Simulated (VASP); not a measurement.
Given:

```xyz
2
Lattice="3.0193 0.0000 0.0000 0.0000 3.0193 0.0000 0.0000 0.0000 3.0193" Properties=species:S:1:pos:R:3 pbc="T T T"
Mo     0.0000     0.0000     0.0000
Si     1.5096     1.5096     1.5096
```

Method: PBEsol GGA, VASP's PBE PAW potentials (set 64) (plane waves; VASP 6.6.1). Run with 400 eV cut-off, Gaussian smearing of 0.050 eV, potentials Mo_sv Si.

Give the energies of bands 5 to 12 at the high-symmetry points, in eV from the Fermi level.

```tsv
band	Γ	X	M	R
5	-11.88	-8.35	-8.54	-5.89
6	-3.58	-7.05	-3.22	-5.89
7	-3.58	-2.41	-3.22	-5.89
8	1.41	-1.74	-2.98	-3.32
9	1.41	-1.74	-0.54	3.51
10	1.41	1.86	-0.54	3.51
11	2.88	3.59	3.37	3.83
12	2.88	5.52	4.82	3.83
```

It has no gap at this level: it comes out as a metal or semimetal.

The structure was generated: MoSi was put into the CsCl type type (Pm-3m), which need not be its known phase. It was relaxed first, which changed the volume by -33 %.
